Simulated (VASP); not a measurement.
Given:

```xyz
1
Lattice="0.0000 1.8958 1.8958 1.8958 0.0000 1.8958 1.8958 1.8958 0.0000" Properties=species:S:1:pos:R:3 pbc="T T T"
Rh     0.0000     0.0000     0.0000
```

The numbers are results of PBE GGA with D3 dispersion (zero damping), VASP's PBE PAW potentials (set 64) (plane waves; VASP 6.6.1), not measurements. Run with 520 eV cut-off, Gaussian smearing of 0.050 eV, potentials Rh_pv.

### Question
Give the energies of bands 4 to 9 at the high-symmetry points, in eV from the Fermi level.

### Answer

```tsv
band	Γ	X	U	L	W
4	-8.01	-6.39	-5.58	-6.18	-5.08
5	-3.12	-6.02	-4.82	-3.19	-3.84
6	-3.12	0.55	-2.08	-3.19	-3.84
7	-3.12	1.00	-0.70	0.58	-1.22
8	-1.00	1.00	0.38	0.58	1.01
9	-1.00	3.29	7.94	0.73	9.71
```

It has no gap at this level: it comes out as a metal or semimetal.

The compound is Rh in the fcc structure. It was relaxed first.
